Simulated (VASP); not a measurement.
Cu:

```xyz
1
Lattice="0.0000 1.8150 1.8150 1.8150 0.0000 1.8150 1.8150 1.8150 0.0000" Properties=species:S:1:pos:R:3 pbc="T T T"
Cu    0.0000    0.0000    0.0000
```

The cell was built by a generator and needn't be a form met in nature.

```yaml
Program: VASP 6.6.1
Task: relaxation of cell and atoms
Functional: LDA
Potentials_or_basis: VASP PAW LDA potentials, release 64 (Cu)
Cutoff: 600 eV
k_mesh: 24 × 24 × 24
Occupations: methfessel-paxton, width 0.2 eV
Spin: no spin polarisation
```

At the start: pressure -13.1 GPa; volume 11.96 Å³/atom.

How do energy, volume and symmetry change on relaxing?

Over 3 steps the energy falls by 45.7 meV/atom and the volume is 10.94 Å³/atom (-8.5 %); space group Fm-3m (No. 225, to 0.05 Å).

The path:
| step | energy change (eV) | largest force (eV/Å) | pressure (GPa) | volume (Å³) |
| --- | --- | --- | --- | --- |
| 1 | 0.0000 | 0.0000 | -13.15 | 11.96 |
| 2 | -0.0245 | 0.0000 | 11.94 | 10.34 |
| 3 | -0.0457 | 0.0000 | -0.11 | 10.94 |

Final structure:
```
Cu
1.0
     0.00000    1.76217    1.76217
     1.76217    0.00000    1.76217
     1.76217    1.76217    0.00000
Cu
1
Direct
  0.00000 0.00000 0.00000
```
